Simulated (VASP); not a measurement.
Data:

```xyz
3
Lattice="2.9055 0.0000 0.0000 -1.4528 2.5163 0.0000 0.0000 0.0000 16.3511" Properties=species:S:1:pos:R:3 pbc="T T T"
N      0.0000     0.0000     8.1755
Ta     0.0000     1.6775     9.3511
Ta     1.4528     0.8388     7.0000
```

All values below come from PBE GGA, VASP's PBE PAW potentials (set 64) (plane waves; VASP). Numerical set-up: 400 eV cut-off, 7×7×1 Γ-centred mesh, Gaussian smearing of 0.050 eV, potentials N Ta_pv.

The cell holds a wide vacuum, so values per volume refer to the whole cell.

Q: Give the energies of bands 10 to 16 at the high-symmetry points, in eV from the Fermi level.

A: 
```json
[
 {"band": "10", "Γ": "-7.01", "M": "-7.04", "K": "-6.94"},
 {"band": "11", "Γ": "-2.94", "M": "-4.52", "K": "-1.42"},
 {"band": "12", "Γ": "-1.16", "M": "-0.01", "K": "-1.32"},
 {"band": "13", "Γ": "-1.04", "M": "0.11", "K": "-1.32"},
 {"band": "14", "Γ": "-0.49", "M": "1.07", "K": "0.12"},
 {"band": "15", "Γ": "-0.49", "M": "2.03", "K": "2.10"},
 {"band": "16", "Γ": "1.47", "M": "2.72", "K": "2.10"}
]
```

It has no gap at this level: it comes out as a metal or semimetal.

The cell is a sheet with vacuum, built from a generated structure.
